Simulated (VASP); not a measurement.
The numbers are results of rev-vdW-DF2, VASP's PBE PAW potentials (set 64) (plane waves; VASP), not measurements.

A VASP calculation is set up with these files.

File KPOINTS:
```
Automatic
0
G
 16 16 8
```

INCAR:
```
SYSTEM = Zn
PREC = Accurate
ENCUT = 520
EDIFF = 1E-7
NELM = 100
ALGO = Normal
LREAL = .FALSE.
LASPH = .TRUE.
ISMEAR = 1
SIGMA = 0.1
GGA = MK
PARAM1 = 0.1234568
PARAM2 = 0.7114
ZAB_VDW = -1.8867
LUSE_VDW = .TRUE.
AGGAC = 0.0
LMAXMIX = 4
LWAVE = .FALSE.
LCHARG = .FALSE.
ISIF = 4
IBRION = 2
NSW = 30
EDIFFG = -0.01
```

### POSCAR
```
Zn
1
    1.3282642403    -2.3006215743     0.0000000000
    1.3282642403     2.3006215743     0.0000000000
    0.0000000000     0.0000000000     4.8360250096
Zn
2
Direct
  0.3333330000   0.6666670000   0.2500000000
  0.6666670000   0.3333330000   0.7500000000
```

POTCAR, in this order: Zn (PBE.64 set). Program: vasp_std.

**Question.** What will the output report for the number of irreducible k-points (NKPTS), largest plane-wave count, number of space-group operations, FFT grid (NGX, NGY, NGZ)?

**Answer.** 
```json
{
  "number of irreducible k-points (NKPTS)": "150",
  "largest_plane_wave_count": "816",
  "number_of_space_group_operations": "24",
  "FFT grid (NGX, NGY, NGZ)": "20 × 20 × 36"
}
```

The compound is Zn in the hcp structure. This run relaxes it. Symmetry was kept, so distortions that lower it aren't found.
